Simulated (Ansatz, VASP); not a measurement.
One calculation of CaAl2Si6O16, two programs

The input INCAR:

```
SYSTEM = CaAl2Si6O16
PREC     = Accurate       ! precision mode
ENCUT    = 520            ! plane-wave cutoff, eV
EDIFF    = 1E-8           ! SCF threshold, eV
ISMEAR   = -1             ! smearing method
SIGMA    = 0.02           ! smearing width, eV
LREAL    = Auto         
LASPH    = .TRUE.         ! aspherical terms in the spheres
NELM     = 100            ! most SCF steps
ALGO     = Normal         ! electronic algorithm
ISIF     = 2              ! what is computed and relaxed
LWAVE    = .FALSE.        ! write WAVECAR
LCHARG   = .FALSE.        ! write CHGCAR
GGA      = PS             ! functional
LEFG     = .TRUE.       
NBANDS   = 86             ! bands
```

File KPOINTS:

```
regular mesh
0
G
  5 3 3
  0 0 0
```

File POSCAR:

```
CaAl2Si6O16
1.0
    4.9871966514      0.0000000000      0.0000000000
    0.2595624035      8.5822183559      0.0000000000
    0.1170193079      0.1126598214      8.8061190751
Ca Al Si O
1 2 6 16
Direct
    0.8321070000      0.9612530000      0.5079010000
    0.6080970000      0.6702480000      0.6841260000
    0.8519720000      0.8259890000      0.1848650000
    0.8990350000      0.1965730000      0.1758900000
    0.5954430000      0.3038290000      0.6639270000
    0.4143420000      0.3321320000      0.3360950000
    0.0993980000      0.1647590000      0.8277960000
    0.3640320000      0.6985360000      0.3572920000
    0.1141850000      0.8094740000      0.8428050000
    0.9856290000      0.8029550000      0.0087870000
    0.5016820000      0.7671390000      0.5115780000
    0.3354250000      0.2825960000      0.7768850000
    0.1573530000      0.2368430000      0.2800040000
    0.2241550000      0.9896390000      0.8072250000
    0.3256860000      0.5085690000      0.3790680000
    0.7983680000      0.0277620000      0.2344860000
    0.7039180000      0.4754230000      0.6605340000
    0.8439080000      0.1762780000      0.7068730000
    0.6561930000      0.3252660000      0.2091080000
    0.5197610000      0.2372860000      0.4926190000
    0.9838360000      0.2051500000      0.9963630000
    0.0661910000      0.7828800000      0.3432310000
    0.3587580000      0.6871640000      0.8200040000
    0.5521540000      0.7332630000      0.2126840000
    0.8833740000      0.7918520000      0.7117400000
```

Input for Ansatz:

```yaml
crystal:
  lattice:
    - [4.9871966514, 0.0, 0.0]
    - [0.2595624035, 8.5822183559, 0.0]
    - [0.1170193079, 0.1126598214, 8.8061190751]
  atoms:
    - { symbol: Ca, position: [0.832107, 0.961253, 0.507901] }
    - { symbol: Al, position: [0.608097, 0.670248, 0.684126] }
    - { symbol: Al, position: [0.851972, 0.825989, 0.184865] }
    - { symbol: Si, position: [0.899035, 0.196573, 0.17589] }
    - { symbol: Si, position: [0.595443, 0.303829, 0.663927] }
    - { symbol: Si, position: [0.414342, 0.332132, 0.336095] }
    - { symbol: Si, position: [0.099398, 0.164759, 0.827796] }
    - { symbol: Si, position: [0.364032, 0.698536, 0.357292] }
    - { symbol: Si, position: [0.114185, 0.809474, 0.842805] }
    - { symbol: O, position: [0.985629, 0.802955, 0.008787] }
    - { symbol: O, position: [0.501682, 0.767139, 0.511578] }
    - { symbol: O, position: [0.335425, 0.282596, 0.776885] }
    - { symbol: O, position: [0.157353, 0.236843, 0.280004] }
    - { symbol: O, position: [0.224155, 0.989639, 0.807225] }
    - { symbol: O, position: [0.325686, 0.508569, 0.379068] }
    - { symbol: O, position: [0.798368, 0.027762, 0.234486] }
    - { symbol: O, position: [0.703918, 0.475423, 0.660534] }
    - { symbol: O, position: [0.843908, 0.176278, 0.706873] }
    - { symbol: O, position: [0.656193, 0.325266, 0.209108] }
    - { symbol: O, position: [0.519761, 0.237286, 0.492619] }
    - { symbol: O, position: [0.983836, 0.20515, 0.996363] }
    - { symbol: O, position: [0.066191, 0.78288, 0.343231] }
    - { symbol: O, position: [0.358758, 0.687164, 0.820004] }
    - { symbol: O, position: [0.552154, 0.733263, 0.212684] }
    - { symbol: O, position: [0.883374, 0.791852, 0.71174] }
kpoints:
  mp_grid: { grid: [5, 3, 3] }
scf:
  occupations: { method: fermi_dirac, width: 0.02 }
  n_extra_bands: 4
hamiltonian:
  xc: pbesol
  pseudopotentials: { kind: paw }
output:
  forces: true
  stress: true
  populations: true
  efg:
    quadrupole_moments_barn: { Ca: -0.0408, Al: 0.1466, O: -0.02558 }
    contact_densities: true
  write_density: true
  write_potential: true
  elf: true
  volumetric_format: npy
```

The cell comes from a database or a generator and needn't be the stable form of this composition.

Alike in both runs: task electric field gradients; functional PBEsol; k mesh 5 × 3 × 3; occupations fermi-dirac, width 0.02 eV; no spin polarisation.

|  | VASP | Ansatz |
| --- | --- | --- |
| version | VASP 6.6.1 | Ansatz 0.2.0 |
| potentials or method | VASP PAW PBE potentials, release 64 (Ca_sv, Al, Si, O) | plane-wave PAW, scalar-relativistic |
| plane-wave cutoff (eV) | 520 | 420 |
| valence electrons in the cell | 136 | 136 |

```csv
,VASP,Ansatz,Ansatz less VASP
gap on the k mesh at the Fermi level (eV),4.49,4.50,+0.009
pressure (GPa),-2.1,-2.5,-0.41
largest component of the traceless stress (GPa),0.07,0.11,+0.045
rms of the force components (eV/Å),0.048,0.066,+0.0179
Vzz of the field gradient on the site that differs most (V/Å²),69.2,74.7,+5.42
```

Atom by atom the forces differ by 0.032 eV/Å (rms over components). With one functional, cell and mesh, what is left measures potentials, basis and numerics.

Caveats: the PAW data sets were made with another functional, which shifts forces and pressure a little (VASP); an odd mesh through Γ misses points on the zone boundary, where band edges often lie. As with any semilocal functional, this PBEsol gap is likely too small.
